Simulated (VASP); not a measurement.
VASP runs on InP (zinc blende) share one base input (PBE GGA, plane waves, VASP's PBE PAW potentials (set 64)) and change the settings named in each case.

File KPOINTS:
```
Automatic mesh
0
Gamma
7 7 7
0 0 0
```

**POSCAR**
```
InP
1
    0.0000000000     2.9350000000     2.9350000000
    2.9350000000     0.0000000000     2.9350000000
    2.9350000000     2.9350000000     0.0000000000
In P
1 1
Direct
  0.0000000000   0.0000000000   0.0000000000
  0.2500000000   0.2500000000   0.2500000000
```

INCAR:
```
! general
SYSTEM =InP
PREC   =Accurate
ENCUT  =400
LREAL  =.FALSE.
LASPH  =.TRUE.

! electronic loop
EDIFF  =1E-6
NELM   =100
ALGO   =Normal
LMAXMIX=4

! smearing
ISMEAR =0
SIGMA  =0.05

! functional
GGA    =PE

! ions
ISIF   =2

! output
LWAVE  =.FALSE.
LCHARG =.FALSE.
```

POTCAR, in this order: In_d P (PBE.64 set). Program: vasp_std.

```
change            electronic steps
----------------  ----------------
base run                        13
ALGO = Fast                     15
ALGO = VeryFast                 25
ALGO = All                      17
ALGO = Damped                   25
ALGO = Conjugate                17
```
 Unless said otherwise, spin-orbit coupling is left out, though it shifts the bands of the heavy elements here.

Left out are runs that ran out of time, are held back, or changed the cell or the kind of run, fixed moments of cells without a moment, rows past the twelfth, gaps on odd meshes, pressures of charged cells and columns that move by less than the noise.

The compound is InP in the zinc blende structure. The cell was not relaxed at this level.
